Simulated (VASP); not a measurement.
These are PBE GGA, VASP's PBE PAW potentials (set 64) (plane waves; VASP) values and carry that method's errors.

VASP input:

**INCAR**
```
NELM=100
LCHARG=.FALSE.
ENCUT=300
LMAXMIX=4
GGA=PE   # PBE
PREC=Accurate
ALGO=Normal   # blocked Davidson
EDIFF=1E-6
LWAVE=.FALSE.
ISIF=2   # forces and stress, cell fixed
SYSTEM=Sc
ISMEAR=-1
SIGMA=0.1   # width (eV)
LASPH=.TRUE.   # aspherical one-centre terms
LREAL=.FALSE.
```

**KPOINTS**
```
Regular mesh
0
G
  4 4 3
```

POSCAR:
```
Sc
1
    1.6550000000    -2.8665440000     0.0000000000
    1.6550000000     2.8665440000     0.0000000000
    0.0000000000     0.0000000000     5.2700000000
Sc
2
Direct
  0.3333330000   0.6666670000   0.2500000000
  0.6666670000   0.3333330000   0.7500000000
```

POTCAR, in this order: Sc_sv (PBE.64 set). Program: vasp_std.

At this cut-off the stress carries a Pulay error, which pulls relaxed volumes low. Gaps are read on the run's mesh, which can miss a band edge.

Task: Predict the energy per atom (σ→0), band gap (on the k-mesh).

Result: 
* **energy per atom (σ→0)**: -6.245 eV/atom
* **band gap (on the k-mesh)**: none (metal, semimetal or under 0.01 eV)

### OSZICAR
```
...
DAV:   7    -0.125752153126E+02    0.16465E+00   -0.73019E-01   310   0.975E+00    0.911E-01
DAV:   8    -0.125642147670E+02    0.11001E-01   -0.34041E-02   331   0.270E+00    0.261E-01
DAV:   9    -0.125623213684E+02    0.18934E-02   -0.10142E-02   304   0.118E+00    0.223E-02
DAV:  10    -0.125623388136E+02   -0.17445E-04   -0.12429E-04   394   0.166E-01    0.914E-03
DAV:  11    -0.125623340615E+02    0.47521E-05   -0.40429E-06   307   0.280E-02    0.192E-03
DAV:  12    -0.125623360302E+02   -0.19688E-05   -0.42791E-07   204   0.114E-02    0.108E-03
DAV:  13    -0.125623357945E+02    0.23576E-06   -0.10370E-07   176   0.627E-03
   1 F= -.12562336E+02 E0= -.12489055E+02  d E =-.146561E+00
```

The structure is a typed Sc crystal (P6_3/mmc). The cell was not relaxed at this level. The k-mesh is coarse (spacing up to 0.55 per Å, 2π included), so the numbers may not be converged in it. The run is one of a series of settings (KPOINTS 4×4×3 Γ-centred mesh against the base run), some of them coarse on purpose.
